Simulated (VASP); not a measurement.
Data:

```
RbCl
1.0
    0.00000     3.29000     3.29000
    3.29000     0.00000     3.29000
    3.29000     3.29000     0.00000
Rb Cl
1 1
Direct
  0.00000   0.00000   0.00000
  0.50000   0.50000   0.50000
```

Method: PBE GGA, VASP's PBE PAW potentials (set 64) (plane waves; VASP). Run with 400 eV cut-off, 5×5×5 Γ-centred mesh, Gaussian smearing of 0.050 eV, potentials Rb_sv Cl.

Q: Estimate the energy per atom (σ→0), band gap (on the k-mesh) with the smallest direct gap where there is one.

A: 
```json
{
  "band gap (on the k-mesh)": "5.00 eV",
  "smallest direct gap (on the k-mesh)": "5.00 eV",
  "energy per atom (σ→0)": "-3.332 eV/atom"
}
```

The compound is RbCl in the rock salt structure. The cell was not relaxed at this level.
